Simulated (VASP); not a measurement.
```
CELL_PARAMETERS angstrom
      3.20286     0.00000     0.00000
      0.00000     3.20286     0.00000
      0.00000     0.00000     3.20286
ATOMIC_POSITIONS crystal
  Cu 0.00000 0.00000 0.00000
  I  0.50000 0.50000 0.50000
```

All values below come from PBEsol GGA, VASP's PBE PAW potentials (set 64) (plane waves; VASP 6.6.1). Run with 500 eV cut-off, 11×11×11 Γ-centred mesh, first-order Methfessel-Paxton smearing of 0.10 eV, potentials Cu I.

Unless said otherwise, spin-orbit coupling is left out, though it shifts the bands of the heavy elements here.

Problem. What does the run give for the energy per atom (σ→0), pressure, band gap (on the k-mesh) with the smallest direct gap where there is one?

Solution. 
| Item | Result |
|---|---|
| band gap (on the k-mesh) | none (metal, semimetal or under 0.01 eV) |
| energy per atom (σ→0) | -199.0 kJ/mol of atoms |
| pressure | 29.82 GPa |

The absolute energy has meaning only against runs of the same code, potentials and settings.

The structure was generated: CuI was put into the CsCl type type (Pm-3m), which need not be its known phase. It was relaxed first under an external pressure of 30 GPa.
